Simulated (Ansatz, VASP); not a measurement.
# Ge23Sb12S65 (germanium antimony sulfide glass Ge23Sb12S65): VASP beside Ansatz

One calculation is typed for both programs; each brings its own data sets. How far apart do they land? The structure shown is the end of the Ansatz relaxation below.

Main program and level: Ansatz 0.2.0; plane waves, with VASP 6.6.1 beside it; single point at LDA.

## 1. The starting structure

The cell holds 100 atoms: 23 Ge, 12 Sb and 65 S. Its edges and angles: a = 12.957 Å, b = 13.351 Å, c = 14.201 Å, α = 90.0°, β = 90.0°, γ = 90.0°. As first built, before any earlier steps moved the atoms (in the runner's words): 100 atoms (23 Ge, 12 Sb, 65 S) placed at random at 3.17 g/cm^3 and pushed apart to contact distance.

## 2. Ansatz: relaxation, LDA

Ansatz runs on its default PAW (the set named soft_2) files.

This run makes the geometry at which the two programs are then compared.

input.yaml reads:

```yaml
crystal:
  lattice:
    - [14.39794, 0.0, 0.0]
    - [0.0, 14.56223, 0.0]
    - [0.0, 0.0, 14.74546]
  atoms:
    - { symbol: Ge, position: [0.24943, 0.19305, 0.83022] }
    - { symbol: Ge, position: [0.79404, 0.94314, 0.1347] }
    # ... one line an atom, as in the record's system
kpoints:
  mp_grid: { grid: [1, 1, 1] }
hamiltonian:
  xc: lda
scf:
  occupations: { method: fermi_dirac, width: 0.05 }
output:
  forces: true
  stress: true
relax:
  f_tol: 0.04
  max_steps: 60
  cell: { stress_tol: 0.1, fix: [alpha, beta, gamma] }
```

Started as:

```bash
$ ansatz run input.yaml --threads 32 --pin off --max-ram 143360MiB --backend cuda --events-out ev --progress --plain --runs-dir out
```

Numbers of over 12 decimals in the logs are rounded to 6 here.

Output:

```text
Engine: ansatz 0.2.0, aarch64-unknown-linux-gnu
Pseudopotentials: kind: paw
Pseudopotential: Ge, paw, valence charge 14, recommended cutoff 420 eV (normal), Ge.paw.azcp
Pseudopotential: Sb, paw, valence charge 15, recommended cutoff 420 eV (normal), Sb.paw.azcp
[...]
Crystal: 100 atoms, lattice volume = 3091.623 Å³
Basis set: ecut = 420 eV, 60433 PW (Γ)
Bands: 546, of which v1, the nominal top of the filled ones, is band 446 counted from 1 (445 counted from 0)
k-points: 1
PAW frozen core: Ge, regenerated for the run's functional, and the local potential with it (the file was generated under x = pbe(κ = 0.804, μ = 0.219515), c = pbe(β = 0.066725))
PAW frozen core: Sb, regenerated for the run's functional, and the local potential with it (the file was generated under x = pbe(κ = 0.804, μ = 0.219515), c = pbe(β = 0.066725))
PAW frozen core: S, regenerated for the run's functional, and the local potential with it (the file was generated under x = pbe(κ = 0.804, μ = 0.219515), c = pbe(β = 0.066725))
[...]
relax step   1: F+E_penalty+E_count = -229518.14509024 eV  Δ(F+E_penalty+E_count) = +0.000e0 eV  max|allowed force component| = 4.327e-1 eV/Å  Δτ_max = 0.0000 Å  P = -2.877 GPa  Ω = 3091.623 Å³
[... from here on, the SCF cycles and remarks between the steps are left out ...]
relax step   2: F+E_penalty+E_count = -229521.00131848 eV  Δ(F+E_penalty+E_count) = -2.856e0 eV  max|allowed force component| = 5.848e-1 eV/Å  Δτ_max = 0.1341 Å  P = +0.658 GPa  Ω = 2667.288 Å³
relax step   6: F+E_penalty+E_count = -229522.26311245 eV  Δ(F+E_penalty+E_count) = -1.353e-1 eV  max|allowed force component| = 1.999e-1 eV/Å  Δτ_max = 0.1948 Å  P = -0.113 GPa  Ω = 2535.831 Å³
relax step  11: F+E_penalty+E_count = -229522.53722385 eV  Δ(F+E_penalty+E_count) = -2.926e-2 eV  max|allowed force component| = 9.626e-2 eV/Å  Δτ_max = 0.0493 Å  P = -0.005 GPa  Ω = 2509.021 Å³
relax step  16: F+E_penalty+E_count = -229522.59777099 eV  Δ(F+E_penalty+E_count) = -1.644e-2 eV  max|allowed force component| = 7.780e-2 eV/Å  Δτ_max = 0.1192 Å  P = -0.034 GPa  Ω = 2489.161 Å³
relax step  21: F+E_penalty+E_count = -229522.69065970 eV  Δ(F+E_penalty+E_count) = -1.393e-2 eV  max|allowed force component| = 6.817e-2 eV/Å  Δτ_max = 0.0535 Å  P = +0.014 GPa  Ω = 2468.231 Å³
relax step  26: F+E_penalty+E_count = -229522.76218634 eV  Δ(F+E_penalty+E_count) = -8.792e-3 eV  max|allowed force component| = 5.058e-2 eV/Å  Δτ_max = 0.0619 Å  P = -0.001 GPa  Ω = 2457.601 Å³
relax step  27: F+E_penalty+E_count = -229522.76828495 eV  Δ(F+E_penalty+E_count) = -6.099e-3 eV  max|allowed force component| = 3.969e-2 eV/Å  Δτ_max = 0.0657 Å  P = +0.006 GPa  Ω = 2456.500 Å³
relax step  28: F+E_penalty+E_count = -229522.77186973 eV  Δ(F+E_penalty+E_count) = -3.585e-3 eV  max|allowed force component| = 3.323e-2 eV/Å  Δτ_max = 0.0434 Å  P = +0.004 GPa  Ω = 2456.680 Å³
relax step  29: F+E_penalty+E_count = -229522.70461299 eV  Δ(F+E_penalty+E_count) = +6.726e-2 eV  max|allowed force component| = 3.284e-2 eV/Å  Δτ_max = 0.0000 Å  P = +0.002 GPa  Ω = 2456.680 Å³
basis re-selected at this cell: Δ(F+E_penalty+E_count) = +6.726e-2 eV, ΔP = -0.003 GPa vs the last step (what re-selecting the basis moved, of the pressure what is left beyond the Pulay correction that the steps carried, after the strain that the cell walked since its last selection, with what the two solves' SCF thresholds leave and, on support functions, any second-order correction that the steps lacked; it is no measure of the basis error at this ecutwfc). The dense FFT grid was sized anew with the basis: this SCF ran on 90×90×96 points, the steps before it on 100×100×100, so part of this shift can come from that change (see relax.cell in the input reference). [rest of the remark cut]
SCF converged after 6 iterations
Free energy (F): -229522.704613 eV
Internal energy: -229522.704584 eV  (E = F + TS)
E sigma→0 (E₀):  -229522.704598 eV
Entropy (-TS):   -0.000029 eV (-0.000 meV/atom)
Fermi energy:    5.877201 eV
--- Forces (eV/Å), atoms counted from 1 ---
  max |Σ_I F_I| component: 2.97e-5 eV/Å
--- Stress (GPa, compression-positive) ---
       -0.008303       0.051512      -0.007314
        0.051512       0.013762       0.138350
       -0.007314       0.138350      -0.000001
  P = ⅓ Tr σ = 0.0018 GPa (0.018 kbar)
--- Band table (eV) ---
--- Relaxed structure (28 steps of the walk, 27 accepted, 1 SCFs on fresh bases) ---
  F+E_penalty+E_count = -229522.70461299 eV   max|allowed force component| = 3.284e-2 eV/Å   (the final SCF, on the basis selected at the relaxed cell)
  cell:  # Å, volume = 2456.6799 Å³
    - [12.957146, 0, 0]
    - [0, 13.350772, 0]
    - [0, 0, 14.201456]
  atoms:
    [... one line an atom ...]
```

## 3. VASP: single point, LDA

The same cell, functional (in two slightly different forms), mesh and smearing now go to VASP, with its own data sets.

Lines of VASP's logs that name or quote its potential files are left out, and so is its time.

INCAR reads:

```
SYSTEM = Ge23Sb12S65
PREC = Accurate
ENCUT = 410
EDIFF = 1E-06
NELM = 120
ISMEAR = -1
SIGMA = 0.05
LREAL = Auto
ALGO = Normal
GGA = PW92
NBANDS = 456
LORBIT = 11
LWAVE = .FALSE.
LCHARG = .FALSE.
ISIF = 2
LASPH = .TRUE.
GGA_COMPAT = .FALSE.
EFERMI = MIDGAP
NCORE = 2
```

POSCAR reads:

```
Ge23Sb12S65
1.0
   12.9571460000      0.0000000000      0.0000000000
    0.0000000000     13.3507720000      0.0000000000
    0.0000000000      0.0000000000     14.2014560000
Ge Sb S
23 12 65
Direct
    0.2259200000      0.1998000000      0.8545000000
    0.8614800000      0.9817900000      0.1321500000
    0.7514500000      0.2020100000      0.5920900000
    0.4949700000      0.8596800000      0.4386900000
    0.5981900000      0.9807700000      0.2149600000
    0.4028800000      0.2323800000      0.5827000000
    0.2596600000      0.3570600000      0.5192600000
    0.9128600000      0.5435500000      0.0014700000
    0.1283100000      0.8396000000      0.5227200000
    0.0985500000      0.8681600000      0.9983700000
    0.5879700000      0.3708100000      0.6765800000
    0.7440500000      0.6255600000      0.2623900000
    0.2353400000      0.5705100000      0.6527900000
    0.1449300000      0.4080100000      0.9599800000
    0.4786200000      0.1361300000      0.1555500000
    0.6296900000      0.4292200000      0.0586400000
    0.2141100000      0.7810200000      0.7744700000
    0.9766200000      0.2560300000      0.5552500000
    0.1404300000      0.0934700000      0.6314300000
    0.8184100000      0.7428500000      0.5114500000
    0.6324400000      0.8627400000      0.6387200000
    0.6155300000      0.8786100000      0.9719300000
    0.4133800000      0.3850200000      0.8564100000
    0.1103500000      0.0612700000      0.3463600000
    0.8340000000      0.4786000000      0.7574000000
    0.9890900000      0.6268100000      0.2237300000
    0.4405700000      0.0498700000      0.8291600000
    0.2401300000      0.8538300000      0.2406300000
    0.7849500000      0.0685200000      0.8807000000
    0.2566300000      0.5297600000      0.1725900000
[... 64 atom lines left out ...]
    0.5745800000      0.7517600000      0.5325800000
    0.3185000000      0.0748900000      0.2109800000
    0.8449900000      0.7558900000      0.2685800000
    0.8819000000      0.0449500000      0.7329900000
    0.6763100000      0.9893200000      0.5396700000
    0.6216800000      0.3325100000      0.2007300000
```

KPOINTS reads:

```
Automatic mesh
0
Gamma
1 1 1
0 0 0
```

Potentials, in the order of the species: Ge_d, Sb and S (LDA family, release 64).

Started as:

```bash
$ mpirun -np 8 vasp_gam
```

Output:

```text
[banner, memory and clock lines left out]
running    8 mpi-ranks, on    1 nodes
[...]
|                                                                             |
|               ----> ADVICE to this user running VASP <----                  |
|                                                                             |
|     You enforced a specific xc type in the INCAR file but a different       |
|     [... a line on the potential file left out ...]
|     I HOPE YOU KNOW WHAT YOU ARE DOING!                                     |
|                                                                             |

 LDA part: xc-table for (Slater(with rela. corr.)+PW92), standard interpolation
 POSCAR, INCAR and KPOINTS ok, starting setup
[...]
entering main loop
       N       E                     dE             d eps       ncg     rms          rms(c)
DAV:   1     0.159244575213E+05    0.15924E+05   -0.23956E+05  1008   0.264E+03
DAV:   2     0.348149323356E+04   -0.12443E+05   -0.12116E+05   912   0.719E+02
DAV:   3     0.481459768611E+02   -0.34333E+04   -0.32618E+04  1096   0.259E+02
DAV:   4    -0.478044778931E+03   -0.52619E+03   -0.50869E+03  1112   0.108E+02
[...]
DAV:  16    -0.493599891784E+03    0.61376E-06   -0.24453E-05  1200   0.852E-03    0.410E-02
DAV:  17    -0.493599890015E+03    0.17695E-05   -0.17197E-05   960   0.617E-03    0.137E-02
DAV:  18    -0.493599890540E+03   -0.52553E-06   -0.22737E-06   688   0.298E-03
   1 F= -.49359989E+03 E0= -.49359988E+03  d E =-.285529E-04
```

Parts of OUTCAR (step 3):

```text
  Total       -2.4057916     -2.3809788     -2.3642275      0.6819232      1.7202720     -0.3273289
  in kB       -1.5689893     -1.5528071     -1.5418824      0.4447311      1.1219128     -0.2134747
[...]
3.86745      5.70732      5.34656         0.013880      0.033749      0.026728
      2.10735     12.82208      1.62550        -0.026685      0.006492     -0.055580
      9.66188      0.00227      4.27833        -0.015150     -0.021133      0.001672
      1.23896      5.89463      3.06482        -0.023219     -0.002367      0.000166
      9.90302      6.88633     12.92190        -0.022335      0.018604      0.041383
     12.73001      5.38904     13.06065         0.020761     -0.003076      0.009863
      6.05669      6.75202      0.72839        -0.009457     -0.027958     -0.008151
      6.95695      0.34472     13.91885         0.030163     -0.020725      0.032268
      9.74416      1.61945      1.30952         0.000917     -0.010639     -0.028111
     11.53847      7.92128      8.10023        -0.032167      0.026626      0.042867
     10.90862      3.76545     10.60082         0.127032      0.006072     -0.033317
      2.38943      3.64289      0.71646         0.096623      0.047862      0.061273
      8.08565      3.55424     11.36386        -0.041627     -0.106935     -0.059301
[...]
-----------------------------------------------------------------------------------
    total drift:                               -0.005169     -0.010751      0.009602

  FREE ENERGIE OF THE ION-ELECTRON SYSTEM (eV)
  ---------------------------------------------------
  free  energy   TOTEN  =      -493.5998905402 eV

  energy  without entropy=     -493.5998619873  energy(sigma->0) =     -493.59987626

[... 2 further parts left out ...]
[key lines of the parts left out:]
E-fermi :   4.1356
```

The run ends at a pressure of -0.16 GPa, with forces up to 0.17 eV/Å.

## 4. Differences

Known differences besides the potentials themselves: the data sets hold 892 valence electrons in Ansatz (on its default PAW (the set named soft_2) files) and 772 in VASP; the cutoff is 420 eV in Ansatz and 410 eV in VASP (PREC = Accurate, projectors in real space); VASP's log shows a relativistic correction to its local exchange, Ansatz's none. Total energies have different zeros and are not compared.

Compared:

| quantity | Ansatz | VASP | difference |
| --- | --- | --- | --- |
| gap on the k mesh (eV) | 1.151 | 1.153 | -0.002 |

A gap on the mesh is an upper bound, since the band edges may lie between its points.

## 5. Results

```yaml
difference_in_gap_on_the_k_mesh_single_point_lda: -0.0016 eV
```

What this shows: The difference in gap on the k mesh is -0.0016 eV (single point, LDA), within the 0.08 eV picked in this series as the mark of a large difference. The data sets hold unlike numbers of valence electrons (892 in Ansatz and 772 in VASP), so part of the differences comes from the potentials. Such differences can come from data sets, numerical settings and the points named under the comparisons, not from the functional's error against experiment.

[Lines on the potential files, build, host, timing and source positions are cut from VASP's logs without a mark.]

[Logs are printed without paths, hosts, clocks, repeated set-up lines and the standing remarks that a program may print on its own settings, such as how far it seeks lower states.]

[Hosts, paths, dates, database ids (printed as entryN), source tags and the programs' standing remarks are cut or masked in the printed files.]
